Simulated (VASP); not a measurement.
Set up this calculation in VASP 6.6.1, as the native input.

```yaml
Task: single point
Functional: r2SCAN
Potentials_or_basis: VASP PAW PBE potentials, release 64 (Sn_d, Te)
Cutoff: 520 eV
k_mesh: 6 × 6 × 6
Occupations: fermi-dirac, width 0.02 eV
Spin: no spin polarisation
Dipole_correction: no
Further_INCAR_settings: ALGO = Normal; EDIFF = 1e-06; NBANDS = 20
```

Crystal: SnTe2.

```xyz
3
Lattice="2.0883 1.2057 6.2910 -2.0883 1.2057 6.2910 0.0000 -2.4114 6.2910" Properties=species:S:1:pos:R:3 pbc="T T T"
Sn    0.0000    0.0000    0.0000
Te    0.0000    0.0000    4.5553
Te    0.0000    0.0000   14.3176
```

The cell was built by a generator and needn't be a form met in nature.

The input as run:

POSCAR

```
SnTe2
1.0
    2.0883103896      1.2056865656      6.2909642815
   -2.0883103896      1.2056865656      6.2909642815
    0.0000000000     -2.4113731312      6.2909642815
Sn Te
1 2
Direct
    0.0000000000      0.0000000000      0.0000000000
    0.2413664391      0.2413664391      0.2413664391
    0.7586335609      0.7586335609      0.7586335609
```

INCAR.step1

```
PREC = Accurate
ENCUT = 520
ISMEAR = -1
SIGMA = 0.02
LREAL = False
LASPH = True
NELM = 100
NBANDS = 20
GGA = PE
ALGO = Normal
EDIFF = 1E-4
LWAVE = True
LCHARG = False
```

INCAR.step2

```
PREC = Accurate
ENCUT = 520
EDIFF = 1E-6
ISMEAR = -1
SIGMA = 0.02
LREAL = False
LASPH = True
NELM = 100
ALGO = Normal
ISIF = 2
LWAVE = False
LCHARG = True
METAGGA = R2SCAN
LMIXTAU = True
LELF = True
LVHAR = True
NBANDS = 20
ISTART = 1
```

KPOINTS

```
Automatic mesh
0
Gamma
  6 6 6
```

Potentials or basis: VASP PAW PBE potentials, release 64 (Sn_d, Te).

Command:

```sh
$ cat potpaw_PBE.64/Sn_d/POTCAR potpaw_PBE.64/Te/POTCAR > POTCAR
$ cp INCAR.step1 INCAR
$ mpirun -np 1 vasp_std > vasp.out
$ cp INCAR.step2 INCAR
$ mpirun -np 1 vasp_std > vasp.out
```

It gave:

```yaml
Pressure: 1.0 GPa
Largest_force: 0.011 eV/Å
Band_gap_on_the_k_mesh: none (metal or under the smearing width)
```

Caveat: the PAW data sets were made with another functional, which shifts forces and pressure a little.

Run time: 4.6 min on 1 thread of Intel(R) Xeon(R) Platinum 8488C (Sapphire Rapids), on a shared host, peak memory 0.41 GiB.
